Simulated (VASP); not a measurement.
A convergence study with VASP on LiBr (space group Fm-3m): one setting is varied, all else stays as given below, so the limit is that of these other settings.

```xyz
2
Lattice="0.0000 2.7418 2.7418 2.7418 0.0000 2.7418 2.7418 2.7418 0.0000" Properties=species:S:1:pos:R:3 pbc="T T T"
Li     0.0000     0.0000     0.0000
Br     2.7418     2.7418     2.7418
```

The numbers are results of PBEsol GGA, VASP's PBE PAW potentials (set 64) (plane waves; VASP), not measurements. The tightest run used: 400 eV cut-off, 12×12×12 Γ-centred mesh, Gaussian smearing of 0.010 eV, potentials Li_sv Br.

Question: The settings run are 3×3×3 mesh; 4×4×4 mesh; 5×5×5 mesh; 7×7×7 mesh; 10×10×10 mesh; 12×12×12 mesh. From which on does the mean ε∞ stay within 0.05  of the tightest run?

Answer: From 7×7×7 mesh on: it is off by 0.01 there and by no more than 0.05 in any finer run, while 5×5×5 mesh is off by 0.07.
```csv
setting,mean ε∞,irreducible k-points,difference judged ()
3×3×3 mesh,4.17,4,0.69
4×4×4 mesh,3.69,8,0.21
5×5×5 mesh,3.55,10,0.07
7×7×7 mesh,3.49,20,0.01
10×10×10 mesh,3.48,47,0.00
12×12×12 mesh,3.48,72,0.00
```

Left out are rungs that failed or repeat a setting and relaxations that didn't move; long series are thinned to 24 rows.

The structure is a typed LiBr crystal (space group no. 225). The cell was not relaxed at this level.
